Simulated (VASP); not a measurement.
# MgCd2Te3 (P-3m1) in VASP: single point with r2SCAN

Aim: the single point of MgCd2Te3 with r2SCAN.

All numbers are computed with VASP 6.6.1; they aren't measurements. Logs are shortened: lines on timing, memory, paths and dates and some standing lists are left out, and cuts for length are marked.

## 1. The structure

Symmetry: P-3m1, No. 164, trigonal system. Conventional cell: a = 4.298 Å, b = 4.298 Å, c = 10.562 Å, α = 90.00°, β = 90.00°, γ = 120.00°. Mg (site symmetry -3m) has 6 Te at 3.00 Å as nearest neighbours. Around Cd (site symmetry 3m) lie 6 Te at 3.06 to 3.07 Å. Around Te (site symmetry -3m) lie 6 Cd at 3.06 Å. Te (site symmetry 3m) is surrounded by 3 Mg at 3.00 Å and 3 Cd at 3.07 Å.

The cell was built by a generator and needn't be a form met in nature.

## 2. Single point, r2SCAN

Contents of INCAR:

```
SYSTEM = MgCd2Te3
PREC = Accurate
ENCUT = 520
EDIFF = 1E-6
ISMEAR = 0
SIGMA = 0.1
LREAL = .FALSE.
LASPH = .TRUE.
NELM = 150
ALGO = Normal
ISIF = 2
LWAVE = .FALSE.
LCHARG = .FALSE.
METAGGA = R2SCAN
LMIXTAU = .TRUE.
NBANDS = 31
KPAR = 2
```

Contents of KPOINTS:

```
regular mesh
0
G
  8 8 4
  0 0 0
```

Contents of POSCAR:

```
MgCd2Te3
1.0
    4.2983180000      0.0000000000      0.0000000000
   -2.1491590000      3.7224530000      0.0000000000
    0.0000000000      0.0000000000     10.5617400000
Mg Cd Te
1 2 3
Direct
    0.0000000000      0.0000000000      0.0000000000
    0.3333330000      0.6666670000      0.6692150000
    0.6666670000      0.3333330000      0.3307850000
    0.0000000000      0.0000000000      0.5000000000
    0.3333330000      0.6666670000      0.1600060000
    0.6666670000      0.3333330000      0.8399940000
```

Potentials or basis: VASP PAW PBE potentials, release 64 (Mg, Cd, Te).

Launch:

```sh
> cat potpaw_PBE.64/Mg/POTCAR potpaw_PBE.64/Cd/POTCAR potpaw_PBE.64/Te/POTCAR > POTCAR
> mpirun -np 2 vasp_std > vasp.out
```

OUTCAR:

```text
SYSTEM = MgCd2Te3
   PREC = Accurate
   ENCUT = 520
   EDIFF = 1E-6
   ISMEAR = 0
   LREAL = .FALSE.
   LASPH = .TRUE.
   NELM = 150
   ISIF = 2
   METAGGA = R2SCAN

 ion  position               nearest neighbor table
   1  0.000  0.000  0.000-   5 3.00   6 3.00   6 3.00   5 3.00   6 3.00   5 3.00
   2  0.333  0.667  0.669-   4 3.06   4 3.06   4 3.06   6 3.07   6 3.07   6 3.07
   3  0.667  0.333  0.331-   4 3.06   4 3.06   4 3.06   5 3.07   5 3.07   5 3.07
   4  0.000  0.000  0.500-   2 3.06   3 3.06   3 3.06   2 3.06   3 3.06   2 3.06
   5  0.333  0.667  0.160-   1 3.00   1 3.00   1 3.00   3 3.07   3 3.07   3 3.07
   6  0.667  0.333  0.840-   1 3.00   1 3.00   1 3.00   2 3.07   2 3.07   2 3.07

  LATTYP: Found a hexagonal cell.
 ALAT       =     4.2983180000
 C/A-ratio  =     2.4571797619

  Lattice vectors:

 A1 = (   4.2983180000,   0.0000000000,   0.0000000000)
 A2 = (  -2.1491590000,   3.7224530000,   0.0000000000)
 A3 = (   0.0000000000,   0.0000000000,  10.5617400000)

Analysis of symmetry for initial positions (statically):
=====================================================================
 Subroutine PRICEL returns:
 Original cell was already a primitive cell.

 Routine SETGRP: Setting up the symmetry group for a
 hexagonal supercell.

 Subroutine GETGRP returns: Found 12 space group operations
 (whereof 12 operations were pure point group operations)
 out of a pool of 24 trial point group operations.

The static configuration has the point symmetry D_3d.

Analysis of symmetry for dynamics (positions and initial velocities):
=====================================================================
 Subroutine PRICEL returns:
 Original cell was already a primitive cell.

 Routine SETGRP: Setting up the symmetry group for a
 hexagonal supercell.

 Subroutine GETGRP returns: Found 12 space group operations
 (whereof 12 operations were pure point group operations)
 out of a pool of 24 trial point group operations.

The dynamic configuration has the point symmetry D_3d.

 Subroutine INISYM returns: Found 12 space group operations
 (whereof 12 operations are pure point group operations),
 and found     1 'primitive' translations

----------------------------------------------------------------------------------------

                                     Primitive cell

  volume of cell :     168.9909

  direct lattice vectors                    reciprocal lattice vectors
     4.298318000  0.000000000  0.000000000     0.232649143  0.134320030  0.000000000
    -2.149159000  3.722453000  0.000000000     0.000000000  0.268640061  0.000000000
     0.000000000  0.000000000 10.561740000     0.000000000  0.000000000  0.094681369

  length of vectors
     4.298318000  4.298318362 10.561740000     0.268640083  0.268640061  0.094681369

  position of ions in fractional coordinates (direct lattice)
     0.000000000  0.000000000  0.000000000
     0.333333000  0.666667000  0.669215000
     0.666667000  0.333333000  0.330785000
     0.000000000  0.000000000  0.500000000
     0.333333000  0.666667000  0.160006000
     0.666667000  0.333333000  0.839994000

  ion indices of the primitive-cell ions
   primitive index   ion index
                 1           1
                 2           2
                 3           3
                 4           4
                 5           5
                 6           6

----------------------------------------------------------------------------------------

 KPOINTS: regular mesh

Automatic generation of k-mesh.
 Grid dimensions read from file:
 generate k-points for:    8    8    4

 Generating k-lattice:

  Cartesian coordinates                     Fractional coordinates (reciprocal lattice)
     0.029081143  0.016790004  0.000000000     0.125000000  0.000000000  0.000000000
     0.000000000  0.033580008  0.000000000     0.000000000  0.125000000  0.000000000
     0.000000000  0.000000000  0.023670342     0.000000000  0.000000000  0.250000000

  Length of vectors
     0.033580010  0.033580008  0.023670342

  Shift w.r.t. Gamma in fractional coordinates (k-lattice)
     0.000000000  0.000000000  0.000000000

 Subroutine IBZKPT returns following result:
 ===========================================

 Found     35 irreducible k-points:

 Following reciprocal coordinates:
            Coordinates               Weight
  0.000000  0.000000  0.000000      1.000000
  0.125000 -0.000000  0.000000      6.000000
  0.250000 -0.000000  0.000000      6.000000
  0.375000 -0.000000  0.000000      6.000000
  0.500000 -0.000000  0.000000      3.000000
  0.125000  0.125000  0.000000      6.000000
[... 16 lines left out ...]
 -0.125000  0.500000  0.250000     12.000000
  0.250000  0.250000  0.250000     12.000000
 [... further k-points ...]
   k-points           NKPTS =     35   k-points in BZ     NKDIM =     35   number of bands    NBANDS=     31
   number of dos      NEDOS =    301   number of ions     NIONS =      6
   total plane-waves  NPLWV =  81920
   dimension x,y,z NGX =    32 NGY =   32 NGZ =   80
   dimension x,y,z NGXF=    64 NGYF=   64 NGZF=  160
   ions per type =               1   2   3
   NGX,Y,Z   is equivalent  to a cutoff of  12.38, 12.38, 12.59 a.u.
   NGXF,Y,Z  is equivalent  to a cutoff of  24.75, 24.75, 25.18 a.u.
 SYSTEM =  MgCd2Te3
   PREC   = accura    normal or accurate (medium, high low for compatibility)
   ISTART =      0    job   : 0-new  1-cont  2-samecut
   ICHARG =      2    charge: 1-file 2-atom 10-const
   ISPIN  =      1    spin polarized calculation?
   LNONCOLLINEAR =      F non collinear calculations
   LSORBIT =      F    spin-orbit coupling
   LASPH  =      T    aspherical Exc in radial PAW
   ENCUT  =  520.0 eV  38.22 Ry    6.18 a.u.   7.99  7.99 19.64*2*pi/ulx,y,z
   NELM   =    150;   NELMIN=  2; NELMDL= -5     # of ELM steps
   EDIFF  = 0.1E-05   stopping-criterion for ELM
   LREAL  =      F    real-space projection
[... 7 lines left out ...]
   TEBEG  =    0.0;   TEEND  =   0.0 temperature during run
   PSTRESS=    0.0 pullay stress
   NELECT =      44.0000    total number of electrons
   NUPDOWN=      -1.0000    fix difference up-down
   EMIN   =  10.00;   EMAX   =-10.00  energy-range for DOS
   EFERMI =   0.00;   METHOD = LEGACY
   ISMEAR =     0;   SIGMA  =   0.10  broadening in eV -4-tet -1-fermi 0-gaus
   EFERMI_NEDOS =   21; number of points for ismear=-14 and -15
   IALGO  =     38    algorithm
   IMIX   =      4    mixing-type and parameters
     AMIX     =   0.40;   BMIX     =  1.00
     AMIX_MAG =   1.60;   BMIX_MAG =  1.00
  volume/ion in A,a.u.               =      28.17       190.07
  Fermi-wavevector in a.u.,A,eV,Ry     =   1.045373  1.975469 14.868513  1.092805
  Thomas-Fermi vector in A             =   2.180166
   LORBIT       =      0    0 simple, 1 ext, 2 COOP (PROOUT), +10 PAW based schemes
   METAGGA = R2SCAN    functional components
   LHFCALC =     F    Hartree Fock is set to
   AEXX    =    0.0000 exact exchange contribution
   IVDW    =     0    specifies the selected vdW correction
   LEPSILON=     F    determine dielectric tensor
   LRPA    =     F    only Hartree local field effects (RPA)
 non-spin polarized calculation
 Gauss-broadening in eV      SIGMA  =   0.10
  energy-cutoff  :      520.00
  volume of cell :      168.99
 maximum number of plane-waves:      4582
   NGX = 15   NGY = 15   NGZ = 39

 number of electron      44.0000001 magnetization

 Free energy of the ion-electron system (eV)
  ---------------------------------------------------
  ext. energy  EPLUGINS =         0.00000000
  ---------------------------------------------------
  free energy    TOTEN  =      -124.04861894 eV

  energy without entropy =     -124.04184432  energy(sigma->0) =     -124.04523163

 E-fermi :   3.8414     XC(G=0):  -9.8846

 val. band max:        3.8268364185   @ k =   0.5000  -0.0000   0.2500
 cond. band min:       4.0292489551   @ k =   0.3750  -0.0000   0.0000
 fundamental gap:      0.2024125366
 Fermi energy:         3.8413865419

 k-point     1 :       0.0000    0.0000    0.0000
  band No.  band energies     occupation
      1      -7.9972      2.00000
      2      -7.2816      2.00000
      3      -7.1785      2.00000
      4      -4.9304      2.00000
      5      -4.9304      2.00000
      6      -4.8586      2.00000
[... 23 lines left out ...]
     30       9.3179      0.00000
     31      10.0657      0.00000

 k-point     2 :       0.1250   -0.0000    0.0000
  band No.  band energies     occupation
      1      -7.8837      2.00000
      2      -7.2497      2.00000
      3      -7.1144      2.00000
      4      -4.9218      2.00000
      5      -4.8776      2.00000
      6      -4.8594      2.00000
[... 23 lines left out ...]
     30      10.1761      0.00000
     31      10.4949      0.00000

 k-point     3 :       0.2500   -0.0000    0.0000
  band No.  band energies     occupation
      1      -7.5773      2.00000
      2      -7.1771      2.00000
      3      -6.9570      2.00000
      4      -4.9120      2.00000
      5      -4.8522      2.00000
      6      -4.8395      2.00000
[... 23 lines left out ...]
     30      10.1573      0.00000
     31      10.3271      0.00000

 k-point     4 :       0.3750   -0.0000    0.0000
  band No.  band energies     occupation
      1      -7.2222      2.00000
      2      -7.0910      2.00000
      3      -6.7986      2.00000
      4      -4.9168      2.00000
      5      -4.8355      2.00000
      6      -4.8270      2.00000
[... 635 lines left out ...]
     30      10.6019      0.00000
     31      11.1299      0.00000

 k-point    23 :      -0.1250    0.5000    0.2500
  band No.  band energies     occupation
      1      -7.1292      2.00000
      2      -6.9497      2.00000
      3      -6.7750      2.00000
      4      -4.8723      2.00000
      5      -4.8569      2.00000
      6      -4.8172      2.00000
[... 23 lines left out ...]
     30       9.9745      0.00000
     31      11.3282      0.00000

 k-point    24 :       0.2500    0.2500    0.2500
  band No.  band energies     occupation
      1      -7.1001      2.00000
      2      -6.9858      2.00000
      3      -6.7877      2.00000
      4      -4.8923      2.00000
      5      -4.8181      2.00000
      6      -4.7989      2.00000
[... 23 lines left out ...]
     30      10.3286      0.00000
     31      10.7176      0.00000

 [... further k-points ...]

------------------------ aborting loop because EDIFF is reached ----------------------------------------

  FORCE on cell =-STRESS in cart. coord.  units (eV):
  Direction    XX          YY          ZZ          XY          YZ          ZX
  --------------------------------------------------------------------------------------
  -------------------------------------------------------------------------------------
  Total       -0.9467228     -0.9467230     -1.0498316      0.0000000      0.0000000      0.0000000
  in kB       -8.9757381     -8.9757402     -9.9532974      0.0000000      0.0000000      0.0000000
  external PRESSURE =      -9.3015919 kB  Pullay stress =       0.0000000 kB

 VOLUME and BASIS-vectors are now :
 -----------------------------------------------------------------------------
  energy-cutoff  :      520.00
  volume of cell :      168.99
      direct lattice vectors                 reciprocal lattice vectors
     4.298318000  0.000000000  0.000000000     0.232649143  0.134320030  0.000000000
    -2.149159000  3.722453000  0.000000000     0.000000000  0.268640061  0.000000000
     0.000000000  0.000000000 10.561740000     0.000000000  0.000000000  0.094681369

 POSITION                                       TOTAL-FORCE (eV/Angst)
 -----------------------------------------------------------------------------------
      0.00000      0.00000      0.00000         0.000000      0.000000      0.000000
     -0.00000      2.48164      7.06807         0.000000      0.000000     -0.006891
      2.14916      1.24082      3.49367        -0.000000     -0.000000      0.006891
      0.00000      0.00000      5.28087         0.000000      0.000000      0.000000
     -0.00000      2.48164      1.68994         0.000000     -0.000000      0.054916
      2.14916      1.24082      8.87180        -0.000000      0.000000     -0.054916
 -----------------------------------------------------------------------------------
    total drift:                                0.000000     -0.000000      0.000000

  FREE ENERGIE OF THE ION-ELECTRON SYSTEM (eV)
  ---------------------------------------------------
  free  energy   TOTEN  =      -124.0486189378 eV

  energy  without entropy=     -124.0418443221  energy(sigma->0) =     -124.04523163
```

Run time: 5.5 min. Hardware: 2 MPI ranks of AMD EPYC 9R45 (Zen 5), shared host; peak memory 0.39 GiB.

What came out:

```
Free energy            : -124.0486 eV
Pressure               : -0.9 GPa
Largest force          : 0.055 eV/Å
Band gap on the k mesh : none (metal or under the smearing width)
```

Forces on the atoms (eV/Å):
```
Mg   0.000  0.000  0.000
Cd   0.000  0.000 -0.007
Cd   0.000  0.000  0.007
Te   0.000  0.000  0.000
Te   0.000  0.000  0.055
Te   0.000  0.000 -0.055
```

Caveat: the PAW data sets were made with another functional, which shifts forces and pressure a little.
